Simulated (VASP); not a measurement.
OSZICAR of a VASP run on CsPbBr3 (cubic perovskite):

OSZICAR:
```
       N       E                     dE             d eps       ncg     rms          rms(c)
DAV:   1     0.407220333485E+03    0.40722E+03   -0.18971E+04   520   0.149E+03
DAV:   2     0.291564459585E+02   -0.37806E+03   -0.36905E+03   608   0.343E+02
DAV:   3    -0.149503569179E+02   -0.44107E+02   -0.43825E+02   632   0.126E+02
DAV:   4    -0.166740083196E+02   -0.17237E+01   -0.16962E+01   656   0.301E+01
DAV:   5    -0.167232155670E+02   -0.49207E-01   -0.49153E-01   652   0.424E+00    0.617E+00
DAV:   6    -0.163932560279E+02    0.32996E+00   -0.64990E-01   760   0.876E+00    0.370E+00
DAV:   7    -0.163678277911E+02    0.25428E-01   -0.45290E-01   776   0.463E+00    0.856E-01
DAV:   8    -0.163686507512E+02   -0.82296E-03   -0.65474E-02   784   0.243E+00    0.235E-01
DAV:   9    -0.163690972628E+02   -0.44651E-03   -0.77729E-03   736   0.828E-01    0.116E-01
DAV:  10    -0.163691408261E+02   -0.43563E-04   -0.64325E-04   764   0.203E-01    0.317E-02
DAV:  11    -0.163691903579E+02   -0.49532E-04   -0.19382E-04   752   0.120E-01    0.286E-02
DAV:  12    -0.163691909236E+02   -0.56571E-06   -0.15393E-05   680   0.229E-02    0.984E-03
DAV:  13    -0.163691895960E+02    0.13276E-05   -0.49932E-06   588   0.233E-02    0.335E-03
DAV:  14    -0.163691897732E+02   -0.17720E-06   -0.11801E-06   386   0.916E-03
   1 F= -.10950739E+02 E0= -.10950739E+02  d E =-.109507E+02
```

### Question
Which electronic solver shows in the log?

### Answer
It is blocked Davidson (ALGO = Normal, or the opening steps of other solvers). The INCAR had ALGO = Normal.

### Question
Can the final energy be trusted as converged?

### Answer
The calculation finished and met its thresholds. It stopped with EDIFF = 1E-6, NELM = 100, NSW = 40 and EDIFFG = -0.02 after 1 ionic step (PBEsol GGA, plane waves, VASP's PBE PAW potentials (set 64)).

The compound is CsPbBr3 in the cubic perovskite structure, the ideal cubic form; the compound distorts at low or room temperature. It was relaxed first under an external pressure of 5 GPa.
